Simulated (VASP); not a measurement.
```
CeO2
1.0
    0.00000     2.76273     2.73290
    2.76248     0.00000     2.73290
    2.76248     2.76273     0.00000
Ce O
1 2
Direct
  0.00000   0.00000   0.00000
  0.25000   0.25000   0.25000
  0.73569   0.76431   0.76431
```

These are PBE GGA, VASP's PBE PAW potentials (set 64) (plane waves; VASP 6.6.1) values and carry that method's errors. Settings: 520 eV cut-off, 2×2×2 Γ-centred mesh, Gaussian smearing of 0.050 eV, potentials Ce O.

**Question.** Which forces act on the atoms, in eV/Å?

**Answer.** 
| atom | Fx | Fy | Fz |
|---|---|---|---|
| Ce1 | 0.235 | 0.000 | 0.000 |
| O2 | 0.212 | 0.000 | 0.000 |
| O3 | -0.448 | 0.000 | 0.000 |

**Question.** Give the stress tensor in GPa (positive for a compressed cell).

**Answer.** 
```
-1.69   0.00   0.00
 0.00  -1.93   0.54
 0.00   0.54   0.43
```
The pressure is its mean diagonal, -1.06 GPa.

The compound is CeO2 in the fluorite structure. The cell was not relaxed at this level, atoms are displaced from their ideal sites. The k-mesh is coarse (spacing up to 0.99 per Å, 2π included), so the numbers may not be converged in it. The run is one of a series of settings (KPOINTS 2×2×2 Γ-centred mesh against the base run), some of them coarse on purpose. The run is not spin-polarised, so no magnetic state was tried.
